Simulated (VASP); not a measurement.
# MgBe: phonons with r2SCAN

MgBe:

```
Mg Be
1.0
     2.90235    0.00000    0.00000
     0.00000    2.90235    0.00000
     0.00000    0.00000    2.90235
Mg Be
1 1
Direct
  0.50000 0.50000 0.50000
  0.00000 0.00000 0.00000
```

The cell was built by a generator and needn't be a form met in nature.

- Program: VASP 6.6.1
- Task: phonons
- Functional: r2SCAN
- Potentials or basis: VASP PAW PBE potentials, release 64 (Mg, Be)
- Cutoff: 600 eV
- k mesh: 7 × 7 × 7
- Occupations: methfessel-paxton, width 0.1 eV
- Spin: no spin polarisation
- Further INCAR settings: ALGO = Normal; EDIFF = 1e-08; IBRION = 6; POTIM = 0.015; NSW = 1

| Quantity | Value |
| --- | --- |
| Relaxed volume | 14.58 Å³/atom |
| Relaxed cell | a = 3.078 Å, b = 3.078 Å, c = 3.078 Å, α = 90.00°, β = 90.00°, γ = 90.00° |
| Space group after relaxing (to 0.05 Å) | Pm-3m (No. 221) |
| Highest phonon frequency at Γ, LO-TO splitting left out | 416 cm⁻¹ |

The path:
| step | energy change (eV) | largest force (eV/Å) | pressure (GPa) | volume (Å³) |
| --- | --- | --- | --- | --- |
| 1 | 0.0000 | 0.0000 | 15.74 | 24.45 |
| 2 | -0.2001 | 0.0000 | 0.46 | 28.95 |
| 3 | -0.2004 | 0.0000 | -0.05 | 29.18 |
| 4 | -0.2004 | 0.0000 | 0.17 | 29.08 |
| 5 | -0.2004 | 0.0000 | 0.17 | 29.08 |
| 6 | -0.2004 | 0.0000 | 0.17 | 29.08 |
| 7 | -0.2004 | 0.0000 | 0.17 | 29.08 |
| 8 | -0.2004 | 0.0000 | 0.17 | 29.08 |
| 9 | -0.2004 | 0.0000 | 0.17 | 29.08 |
| 10 | -0.2004 | 0.0000 | 0.16 | 29.08 |
| 11 | -0.2004 | 0.0000 | 0.16 | 29.08 |
| 12 | -0.2004 | 0.0000 | 0.16 | 29.08 |
| 13 | -0.2004 | 0.0000 | 0.16 | 29.08 |
| 14 | -0.2004 | 0.0000 | 0.15 | 29.09 |
| 15 | -0.2004 | 0.0000 | 0.13 | 29.09 |
| 16 | -0.2004 | 0.0000 | 0.10 | 29.11 |
| 17 | -0.2004 | 0.0000 | 0.04 | 29.14 |
| 18 | -0.2004 | 0.0000 | -0.10 | 29.20 |
| 19 | -0.2004 | 0.0000 | 0.00 | 29.15 |

Final structure:
```
Mg Be
1.0
     3.07778    0.00000    0.00000
     0.00000    3.07778    0.00000
     0.00000    0.00000    3.07778
Mg Be
1 1
Direct
  0.50000 0.50000 0.50000
  0.00000 0.00000 0.00000
```

Phonon frequencies in cm⁻¹ (negative: imaginary):
```csv
q point,frequencies
"(0.000, 0.000, 0.000)",0 0 0 416 416 416
```

It took 2.3 min on 1 thread of Intel(R) Xeon(R) 6975P-C (Granite Rapids) (shared host), peak memory 0.17 GiB.

Caveat: the volume moved by over 15 % at a fixed basis, so the end points are rough; the PAW data sets were made with another functional, which shifts forces and pressure a little.
